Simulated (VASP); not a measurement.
Level of theory: PBE GGA with spin-orbit coupling, VASP's PBE PAW potentials (set 64) (plane waves; VASP).

VASP input:

File POSCAR:
```
Sr
1
    0.0000000000     3.0400000000     3.0400000000
    3.0400000000     0.0000000000     3.0400000000
    3.0400000000     3.0400000000     0.0000000000
Sr
1
Direct
  0.0000000000   0.0000000000   0.0000000000
```

**KPOINTS**
```
Automatic mesh
0
Gamma
9 9 9
0 0 0
```

INCAR:
```
SYSTEM = Sr
PREC = Accurate; ENCUT = 400; LREAL = .False.
LASPH = .True.
EDIFF = 1E-6; NELM = 100; ALGO = Normal
LMAXMIX = 4
ISMEAR = 1; SIGMA = 0.1
GGA = PE; GGA_COMPAT = .False.
MAGMOM = 3*0; LSORBIT = .True.
ISIF = 2
LWAVE = .False.; LCHARG = .False.
```

POTCAR, in this order: Sr_sv (PBE.64 set). Program: vasp_ncl.

The resulting files:

### OUTCAR
```
 ion  position               nearest neighbor table
   1  0.000  0.000  0.000-
  LATTYP: Found a face centered cubic cell.
 ALAT       =     6.0800000000
 Subroutine PRICEL returns:
 Original cell was already a primitive cell.
 Subroutine GETGRP returns: Found 48 space group operations
The static configuration has the point symmetry O_h .
The dynamic configuration has the point symmetry O_h .
The overall configuration has the point symmetry O_h .
 Subroutine INISYM returns: Found 48 space group operations
 Subroutine IBZKPT returns following result:
 Found     35 irreducible k-points:

 Following reciprocal coordinates:
            Coordinates               Weight
  0.000000  0.000000  0.000000      1.000000
  0.111111  0.000000  0.000000      8.000000
  0.222222  0.000000  0.000000      8.000000
  0.333333  0.000000  0.000000      8.000000
  0.444444  0.000000  0.000000      8.000000
  0.111111  0.111111  0.000000      6.000000
  0.222222  0.111111  0.000000     24.000000
  0.333333  0.111111  0.000000     24.000000
  0.444444  0.111111  0.000000     24.000000
 -0.444444  0.111111  0.000000     24.000000
 -0.333333  0.111111  0.000000     24.000000
 -0.222222  0.111111  0.000000     24.000000
 -0.111111  0.111111  0.000000     12.000000
  0.222222  0.222222  0.000000      6.000000
  0.333333  0.222222  0.000000     24.000000
  0.444444  0.222222  0.000000     24.000000
 -0.444444  0.222222  0.000000     24.000000
 -0.333333  0.222222  0.000000     24.000000
 -0.222222  0.222222  0.000000     12.000000
  0.333333  0.333333  0.000000      6.000000
  0.444444  0.333333  0.000000     24.000000
 -0.444444  0.333333  0.000000     24.000000
 -0.333333  0.333333  0.000000     12.000000
  0.444444  0.444444  0.000000      6.000000
...
```

OSZICAR:
```
       N       E                     dE             d eps       ncg     rms          rms(c)
DAV:   1     0.457927092201E+02    0.45793E+02   -0.40471E+03  1260   0.777E+02
DAV:   2     0.139210763020E+01   -0.44401E+02   -0.43763E+02  1660   0.192E+02
DAV:   3    -0.167298728471E+01   -0.30651E+01   -0.30571E+01  2274   0.360E+01
DAV:   4    -0.171845931954E+01   -0.45472E-01   -0.45439E-01  1688   0.393E+00
DAV:   5    -0.171936894081E+01   -0.90962E-03   -0.90931E-03  1910   0.428E-01    0.186E+01
DAV:   6    -0.171944024441E+01   -0.71304E-04   -0.67644E-03  1688   0.109E+00    0.110E+01
DAV:   7    -0.171973068247E+01   -0.29044E-03   -0.23765E-03  1488   0.628E-01    0.628E+00
DAV:   8    -0.171979056020E+01   -0.59878E-04   -0.39743E-03  1544   0.787E-01    0.213E-01
DAV:   9    -0.171981563206E+01   -0.25072E-04   -0.79323E-04  2166   0.174E-01    0.636E-02
DAV:  10    -0.171982912425E+01   -0.13492E-04   -0.20684E-05  1762   0.298E-02    0.275E-02
DAV:  11    -0.171984163259E+01   -0.12508E-04   -0.43284E-06  1400   0.227E-02    0.160E-02
DAV:  12    -0.171984169344E+01   -0.60842E-07   -0.13451E-07   852   0.263E-03
   1 F= -.17198417E+01 E0= -.17199897E+01  d E =0.444086E-03  mag=    -0.0000    -0.0000    -0.0000
```

**OUTCAR**
```
------------------------ aborting loop because EDIFF is reached ----------------------------------------
  FORCE on cell =-STRESS in cart. coord.  units (eV):
  Direction    XX          YY          ZZ          XY          YZ          ZX
  --------------------------------------------------------------------------------------
  Total       -0.1269245     -0.1269245     -0.1269245     -0.0000000     -0.0000000     -0.0000000
  in kB       -3.6191395     -3.6191395     -3.6191395     -0.0000000     -0.0000000     -0.0000000
  external PRESSURE =      -3.6191395 kB  Pullay stress =       0.0000000 kB
  volume of cell :       56.19
      direct lattice vectors                 reciprocal lattice vectors
     0.000000000  3.040000000  3.040000000    -0.164473684  0.164473684  0.164473684
     3.040000000  0.000000000  3.040000000     0.164473684 -0.164473684  0.164473684
     3.040000000  3.040000000  0.000000000     0.164473684  0.164473684 -0.164473684
 POSITION                                       TOTAL-FORCE (eV/Angst)
 -----------------------------------------------------------------------------------
      0.00000      0.00000      0.00000         0.000000      0.000000      0.000000
 -----------------------------------------------------------------------------------
    total drift:                               -0.000000     -0.000000     -0.000000
  FREE ENERGIE OF THE ION-ELECTRON SYSTEM (eV)
  ---------------------------------------------------
  free  energy   TOTEN  =        -1.7198416934 eV

  energy  without entropy=       -1.7202857797  energy(sigma->0) =       -1.71998972

 Ion:    1  E_soc:     -0.1766092
```
(Selected blocks of OUTCAR.)

The compound is Sr in the fcc structure. The cell was not relaxed at this level. The run is one of a series of settings (GGA_COMPAT = .FALSE., LSORBIT = .TRUE., MAGMOM = 0 0 0, program vasp_ncl against the base run), some of them coarse on purpose.
